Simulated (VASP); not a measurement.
# Cu2Mo (P4/nmm) in VASP: single point with PBE

Aim: the single point of Cu2Mo with PBE.

Everything below comes from runs of VASP 6.6.1. Logs are shortened: lines on timing, memory, paths and dates and some standing lists are left out, and cuts for length are marked.

### Step 1. Starting point

The structure is tetragonal, space group P4/nmm (No. 129). The conventional cell has a = 3.181 Å, b = 3.181 Å, c = 8.125 Å, α = 90.00°, β = 90.00°, γ = 90.00°. Cu (site symmetry 4mm) has 9 Cu at 2.51 to 2.59 Å and 1 Mo at 2.77 Å as nearest neighbours. Cu (site symmetry 4mm) has 5 Cu at 2.51 to 2.56 Å and 5 Mo at 2.73 to 2.85 Å as nearest neighbours. Around Mo (site symmetry 4mm) lie 4 Mo at 2.60 Å and 6 Cu at 2.73 to 2.85 Å.

The cell was built by a generator and needn't be a form met in nature.

### Step 2. Single point, PBE

INCAR

```
SYSTEM = Cu2Mo
ALGO     = Fast           ! electronic algorithm
EDIFF    = 1E-5           ! SCF threshold, eV
ENCUT    = 520            ! plane-wave cutoff, eV
GGA      = PE             ! functional
ISIF     = 2              ! what is computed and relaxed
ISMEAR   = 0              ! smearing method
LASPH    = .TRUE.         ! aspherical terms in the spheres
LCHARG   = .FALSE.        ! write CHGCAR
LREAL    = Auto         
LWAVE    = .FALSE.        ! write WAVECAR
NBANDS   = 84             ! bands
NELM     = 80             ! most SCF steps
PREC     = Normal         ! precision mode
SIGMA    = 0.15           ! smearing width, eV
```

KPOINTS

```
k-points
0
G
  4 7 3
  0 0 0
```

POSCAR

```
Cu2Mo
1.0
    6.3629200000      0.0000000000      0.0000000000
    0.0000000000      3.1814600000      0.0000000000
    0.0000000000      0.0000000000      8.1253600000
Cu Mo
8 4
Direct
    0.0000000000      0.5000000000      0.5794610000
    0.5000000000      0.5000000000      0.5794610000
    0.2500000000      0.0000000000      0.4205390000
    0.7500000000      0.0000000000      0.4205390000
    0.0000000000      0.5000000000      0.2703720000
    0.5000000000      0.5000000000      0.2703720000
    0.2500000000      0.0000000000      0.7296280000
    0.7500000000      0.0000000000      0.7296280000
    0.0000000000      0.5000000000      0.9199480000
    0.5000000000      0.5000000000      0.9199480000
    0.2500000000      0.0000000000      0.0800520000
    0.7500000000      0.0000000000      0.0800520000
```

Potentials or basis: VASP PAW PBE potentials, release 64 (Cu, Mo_sv).

Started as:

```console
> cat potpaw_PBE.64/Cu/POTCAR potpaw_PBE.64/Mo_sv/POTCAR > POTCAR
> mpirun -np 1 vasp_std > vasp.out
```

OUTCAR:

```text
SYSTEM = Cu2Mo
   EDIFF = 1E-5
   ENCUT = 520
   GGA = PE
   ISIF = 2
   ISMEAR = 0
   LASPH = .TRUE.
   LREAL = Auto
   NELM = 80
   PREC = Normal

 ion  position               nearest neighbor table
   1  0.000  0.500  0.579-   5 2.51   7 2.56   8 2.56   7 2.56   8 2.56   3 2.59   4 2.59   4 2.59
                             3 2.59   9 2.77
   2  0.500  0.500  0.579-   6 2.51   7 2.56   8 2.56   7 2.56   8 2.56   3 2.59   4 2.59   4 2.59
                             3 2.59  10 2.77
   3  0.250  0.000  0.421-   7 2.51   6 2.56   5 2.56   5 2.56   6 2.56   1 2.59   2 2.59   2 2.59
                             1 2.59  11 2.77
   4  0.750  0.000  0.421-   8 2.51   6 2.56   5 2.56   5 2.56   6 2.56   1 2.59   2 2.59   2 2.59
                             1 2.59  12 2.77
   5  0.000  0.500  0.270-   1 2.51   3 2.56   4 2.56   3 2.56   4 2.56  11 2.73  12 2.73  11 2.73
                            12 2.73   9 2.85
   6  0.500  0.500  0.270-   2 2.51   3 2.56   4 2.56   3 2.56   4 2.56  11 2.73  12 2.73  11 2.73
                            12 2.73  10 2.85
   7  0.250  0.000  0.730-   3 2.51   2 2.56   1 2.56   1 2.56   2 2.56   9 2.73  10 2.73   9 2.73
                            10 2.73  11 2.85
   8  0.750  0.000  0.730-   4 2.51   2 2.56   1 2.56   1 2.56   2 2.56   9 2.73  10 2.73   9 2.73
                            10 2.73  12 2.85
   9  0.000  0.500  0.920-  11 2.60  12 2.60  11 2.60  12 2.60   7 2.73   8 2.73   7 2.73   8 2.73
                             1 2.77   5 2.85  10 3.18  10 3.18
  10  0.500  0.500  0.920-  11 2.60  12 2.60  11 2.60  12 2.60   7 2.73   8 2.73   7 2.73   8 2.73
                             2 2.77   6 2.85   9 3.18   9 3.18
  11  0.250  0.000  0.080-   9 2.60  10 2.60   9 2.60  10 2.60   5 2.73   6 2.73   5 2.73   6 2.73
                             3 2.77   7 2.85  12 3.18  12 3.18
  12  0.750  0.000  0.080-   9 2.60  10 2.60   9 2.60  10 2.60   5 2.73   6 2.73   5 2.73   6 2.73
                             4 2.77   8 2.85  11 3.18  11 3.18

  LATTYP: Found a simple orthorhombic cell.
 ALAT       =     3.1814600000
 B/A-ratio  =     2.0000000000
 C/A-ratio  =     2.5539720757

  Lattice vectors:

 A1 = (   0.0000000000,  -3.1814600000,   0.0000000000)
 A2 = (   6.3629200000,   0.0000000000,   0.0000000000)
 A3 = (   0.0000000000,   0.0000000000,   8.1253600000)

Analysis of symmetry for initial positions (statically):
=====================================================================
 Subroutine PRICEL returns following result:

  LATTYP: Found a simple tetragonal cell.
 ALAT       =     3.1814600000
 C/A-ratio  =     2.5539720757

  Lattice vectors:

 A1 = (   3.1814600000,   0.0000000000,   0.0000000000)
[... 162 lines left out ...]
   EFERMI_NEDOS =   21; number of points for ismear=-14 and -15
   IALGO  =     68    algorithm
   IMIX   =      4    mixing-type and parameters
     AMIX     =   0.40;   BMIX     =  1.00
     AMIX_MAG =   1.60;   BMIX_MAG =  1.00
  volume/ion in A,a.u.               =      13.71        92.50
  Fermi-wavevector in a.u.,A,eV,Ry     =   1.566104  2.959507 33.370743  2.452680
  Thomas-Fermi vector in A             =   2.668481
   LORBIT       =      0    0 simple, 1 ext, 2 COOP (PROOUT), +10 PAW based schemes
   GGA     = PE    functional components
   LHFCALC =     F    Hartree Fock is set to
   AEXX    =    0.0000 exact exchange contribution
   IVDW    =     0    specifies the selected vdW correction
   LEPSILON=     F    determine dielectric tensor
   LRPA    =     F    only Hartree local field effects (RPA)
 non-spin polarized calculation
 RMM-DIIS sequential band-by-band and
 Gauss-broadening in eV      SIGMA  =   0.15
  energy-cutoff  :      520.00
  volume of cell :      164.48
 maximum number of plane-waves:      4454
   NGX = 23   NGY = 11   NGZ = 31

 number of electron     143.9999559 magnetization

 Free energy of the ion-electron system (eV)
  ---------------------------------------------------
  ext. energy  EPLUGINS =         0.00000000
  ---------------------------------------------------
  free energy    TOTEN  =       -71.12126368 eV

  energy without entropy =      -71.01455256  energy(sigma->0) =      -71.06790812

 E-fermi :   8.8215     XC(G=0): -12.6946

 val. band max:        8.7956906971   @ k =   0.0000   0.1429   0.3333
 cond. band min:       8.8278408214   @ k =   0.5000   0.2857   0.0000
 fundamental gap:      0.0321501243
 Fermi energy:         8.8215465162

 k-point     1 :       0.0000    0.0000    0.0000
  band No.  band energies     occupation
      1     -51.9743      2.00000
      2     -51.7647      2.00000
      3     -51.7647      2.00000
      4     -51.5883      2.00000
      5     -26.4464      2.00000
      6     -26.4464      2.00000
[... 2077 lines left out ...]
     83      12.3189      0.00000
     84      12.6584      0.00000

------------------------ aborting loop because EDIFF is reached ----------------------------------------

  FORCE on cell =-STRESS in cart. coord.  units (eV):
  Direction    XX          YY          ZZ          XY          YZ          ZX
  --------------------------------------------------------------------------------------
  -------------------------------------------------------------------------------------
  Total        0.1802849     -0.0950210     -0.0413215      0.0000000      0.0000000      0.0000000
  in kB        1.7560801     -0.9255601     -0.4024958      0.0000000      0.0000000      0.0000000
  external PRESSURE =       0.1426747 kB  Pullay stress =       0.0000000 kB

 VOLUME and BASIS-vectors are now :
 -----------------------------------------------------------------------------
  energy-cutoff  :      520.00
  volume of cell :      164.48
      direct lattice vectors                 reciprocal lattice vectors
     6.362920000  0.000000000  0.000000000     0.157160549  0.000000000  0.000000000
     0.000000000  3.181460000  0.000000000     0.000000000  0.314321098  0.000000000
     0.000000000  0.000000000  8.125360000     0.000000000  0.000000000  0.123071470

 POSITION                                       TOTAL-FORCE (eV/Angst)
 -----------------------------------------------------------------------------------
      0.00000      1.59073      4.70833         0.000000      0.000000     -0.001354
      3.18146      1.59073      4.70833         0.000000      0.000000     -0.001354
      1.59073      0.00000      3.41703        -0.000000      0.000000      0.001354
      4.77219      0.00000      3.41703        -0.000000      0.000000      0.001354
      0.00000      1.59073      2.19687        -0.000000      0.000000     -0.005713
      3.18146      1.59073      2.19687         0.000000     -0.000000     -0.005713
      1.59073      0.00000      5.92849         0.000000      0.000000      0.005713
      4.77219      0.00000      5.92849         0.000000      0.000000      0.005713
      0.00000      1.59073      7.47491         0.000000      0.000000     -0.106464
      3.18146      1.59073      7.47491         0.000000     -0.000000     -0.106464
      1.59073      0.00000      0.65045         0.000000      0.000000      0.106464
      4.77219      0.00000      0.65045         0.000000      0.000000      0.106464
 -----------------------------------------------------------------------------------
    total drift:                                0.000000      0.000000      0.000000

  FREE ENERGIE OF THE ION-ELECTRON SYSTEM (eV)
  ---------------------------------------------------
  free  energy   TOTEN  =       -71.1212636816 eV

  energy  without entropy=      -71.0145525642  energy(sigma->0) =      -71.06790812
```

Wall time 2 min (1 thread of Intel Xeon 6975P-C (Granite Rapids), shared host); peak memory 0.31 GiB.

What came out:

```
Free energy            : -71.1213 eV
Pressure               : 0.0 GPa
Largest force          : 0.106 eV/Å
Band gap on the k mesh : none (metal or under the smearing width)
```

Forces in eV/Å, atoms in the order of the input:
```
Cu   0.000  0.000 -0.001
Cu   0.000  0.000 -0.001
Cu   0.000  0.000  0.001
Cu   0.000  0.000  0.001
Cu   0.000  0.000 -0.006
Cu   0.000  0.000 -0.006
Cu   0.000  0.000  0.006
Cu   0.000  0.000  0.006
Mo   0.000  0.000 -0.106
Mo   0.000  0.000 -0.106
Mo   0.000  0.000  0.106
Mo   0.000  0.000  0.106
```

Stress tensor (GPa, compression positive):
```
 0.18  0.00  0.00
 0.00 -0.09  0.00
 0.00  0.00 -0.04
```
